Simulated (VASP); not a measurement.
Input:

```xyz
73
Lattice="4.6933 -8.1290 0.0000 4.6933 8.1290 0.0000 0.0000 0.0000 10.0192" Properties=species:S:1:pos:R:3 pbc="T T T"
Al     1.5215    -0.9285     2.3781
Al     1.5323     0.9200     0.0253
Al     1.3991    -0.9994     7.7374
Al     1.6308     0.8636     4.7354
Al     3.1281     1.8543     2.3773
Al     3.1272     3.6725     0.0284
Al     3.1274     1.9948     7.7380
Al     3.1274     3.6281     4.9709
Al     4.6900     4.5164     2.5082
Al     4.6395     6.2918     0.0286
Al     4.6930     4.5143     7.4927
Al     4.6783     6.3141     4.9711
Al     3.1275    -3.6426     2.4970
Al     3.1280    -1.8431     0.0260
Al     3.1275    -3.6155     7.4997
Al     3.1266    -1.7333     4.7416
Al     4.7333    -0.9277     2.3804
Al     4.7227     0.9196     0.0261
Al     4.8551    -0.9987     7.7351
Al     4.6261     0.8657     4.7402
Al     6.2815     1.8203     2.4972
Al     6.2551     3.6125    10.0056
Al     6.2569     1.8058     7.5001
Al     6.2515     3.6145     4.9964
Al     4.6671    -6.3088     2.4969
Al     4.6927    -4.5164    10.0060
Al     4.6912    -6.3234     7.5008
Al     4.6969    -4.5150     4.9963
Al     6.2578    -3.6123     2.5084
Al     6.3073    -1.8368     0.0286
Al     6.2546    -3.6150     7.4932
Al     6.2696    -1.8147     4.9714
Al     7.8205    -0.9053     2.5085
Al     7.8205     0.9015    10.0062
Al     7.8206    -0.9023     7.4932
Al     7.8213     0.8972     4.9966
Al     3.1255     0.0006     6.3983
N      1.4555    -0.9676     4.2404
N      1.5424     0.9145     1.9199
N      1.5327    -0.9224     9.5744
N      1.6272     0.8653     7.1118
N      3.1285     1.9315     4.2393
N      3.1273     3.6676     1.8912
N      3.1279     1.8408     9.5750
N      3.1272     3.6355     6.9028
N      4.6930     4.5149     4.4145
N      4.6438     6.2947     1.8916
N      4.6942     4.5138     9.4013
N      4.6711     6.3099     6.9030
N      3.1275    -3.6051     4.4200
N      3.1280    -1.8314     1.9196
N      3.1274    -3.6233     9.4151
N      3.1271    -1.7342     7.1020
N      4.7985    -0.9659     4.2432
N      4.7133     0.9143     1.9197
N      4.7218    -0.9217     9.5724
N      4.6276     0.8657     7.1050
N      6.2479     1.8006     4.4202
N      6.2485     3.6167     1.8990
N      6.2645     1.8103     9.4155
N      6.2550     3.6124     6.9123
N      4.7017    -6.3291     4.4203
N      4.6998    -4.5123     1.8993
N      4.6832    -6.3184     9.4164
N      4.6930    -4.5168     6.9123
N      6.2552    -3.6138     4.4145
N      6.3034    -1.8339     1.8921
N      6.2533    -3.6149     9.4018
N      6.2772    -1.8194     6.9031
N      7.8205    -0.9026     4.4147
N      7.8208     0.8941     1.8995
N      7.8203    -0.9008     9.4017
N      7.8208     0.9011     6.9124
```
Cell charge -1.

All values below come from HSE06 screened hybrid, VASP's PBE PAW potentials (set 64) (plane waves; VASP). Run with PREC = Normal, LREAL = Auto, ISYM = 0, NELECT = 292.0, EDIFF = 1E-5, 400 eV cut-off, 1×1×1 Γ-centred mesh, Gaussian smearing of 0.050 eV, potentials Al N.

The cell is charged, with a uniform compensating background. The supercell is sampled at Γ alone, which is coarse: total energies, pressure and levels can be off, energies of defects by several tenths of an eV.

Problem. Estimate the energy per atom (σ→0).

Solution. 
```yaml
energy per atom (σ→0): -8.359 eV/atom
```

The absolute energy has meaning only against runs of the same code, potentials and settings.

The cell is a supercell with a defect, built from AlN (wurtzite): Al_i, charge -1. The cell's shape comes from a PBE relaxation. The run is not spin-polarised, so no state with unpaired spins was tried.
